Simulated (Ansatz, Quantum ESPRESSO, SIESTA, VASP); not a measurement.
**ScIn₂ (P1, 6 atoms in the cell) computed with different codes at matched settings**

Self-consistent single point, at a second geometry (atoms moved at random). First geometry:

```yaml
crystal:
  lattice:
    - [2.23410, -6.82859, 0.00000]
    - [2.23410, 6.82859, 0.00000]
    - [0.00000, 0.00000, 4.45889]
  atoms:
    - { symbol: Sc, position: [0.84357, 0.15643, 0.50000] }
    - { symbol: Sc, position: [0.15643, 0.84357, 0.50000] }
    - { symbol: In, position: [0.67608, 0.32392, 0.00000] }
    - { symbol: In, position: [0.32392, 0.67608, 0.00000] }
    - { symbol: In, position: [0.50000, 0.50000, 0.50000] }
    - { symbol: In, position: [0.00000, 0.00000, 0.00000] }
```

Second geometry:
```yaml
crystal:
  lattice:
    - [2.23410, -6.82859, 0.00000]
    - [2.23410, 6.82859, 0.00000]
    - [0.00000, 0.00000, 4.45889]
  atoms:
    - { symbol: Sc, position: [0.84711, 0.16028, 0.49423] }
    - { symbol: Sc, position: [0.16171, 0.85268, 0.49859] }
    - { symbol: In, position: [0.68376, 0.32502, 0.99813] }
    - { symbol: In, position: [0.32555, 0.68409, 0.00694] }
    - { symbol: In, position: [0.49656, 0.48594, 0.50075] }
    - { symbol: In, position: [0.98531, 0.99199, 0.00136] }
```

Shared settings, as Ansatz (an electronic-structure program) writes them: kpoints.mp_grid.grid = 4 4 4; scf.occupations.method = gaussian; scf.occupations.width = 0.272 eV. Potentials and cutoffs stand in the table.

| code | model | ΔF from the first geometry (meV/atom) | pressure (GPa) | largest force (eV/Å) | cutoff |
|---|---|---|---|---|---|
| VASP | PBEsol, VASP's PBE PAW potentials (set 64) | 6.5 | -2.45 | 0.347 | 300 eV |
| Ansatz | PBEsol, PAW files made with PBE | 6.5 | -1.94 | 0.346 | default |
| SIESTA | GGA PBEsol, numerical atomic orbitals DZP, PseudoDojo PBEsol standard norm-conserving potentials (rewritten from UPF to PSML) | 6.7 | -2.99 | 0.349 | grid 300 Ry |
| Quantum ESPRESSO | PBEsol, PseudoDojo standard norm-conserving (PBESOL) pseudopotentials | 6.6 | -1.85 | 0.347 | 80 Ry |

Size of the force on each atom (eV/Å): Sizes of forces hide their directions.

| code | Sc1 | Sc2 | In3 | In4 | In5 | In6 |
|---|---|---|---|---|---|---|
| VASP | 0.240 | 0.232 | 0.237 | 0.277 | 0.347 | 0.167 |
| Ansatz | 0.240 | 0.231 | 0.238 | 0.277 | 0.346 | 0.167 |
| SIESTA | 0.233 | 0.241 | 0.255 | 0.295 | 0.349 | 0.178 |
| Quantum ESPRESSO | 0.239 | 0.233 | 0.243 | 0.281 | 0.347 | 0.168 |

The spread over the programs that give each value: ΔF from the first geometry within 0.2 meV/atom; pressure within 1.14 GPa; largest force within 0.003 eV/Å.

SIESTA uses small atom-centred bases, whose incompleteness enters pressures, forces and empty levels differently from a plane-wave cutoff. Ansatz's pressure is given at a fixed set of plane waves, as the other plane-wave codes print theirs. In the pressure, SIESTA (by 1.05) lies more than 1 GPa from the median of the plane-wave programs.

The shared mesh is coarse (it stands for a supercell whose shortest vector is 18 Å), so the values are not converged in it.

VASP's run is marked for a possible Pulay error in its stress at this cutoff; no cutoff test was made.

The starting cell comes from a database of computed structures (which also holds hypothetical and non-ambient phases and stackings), without a prior relaxation at this level. For this run, on top of that: atoms moved at random.

Keys are those of Ansatz 0.2.
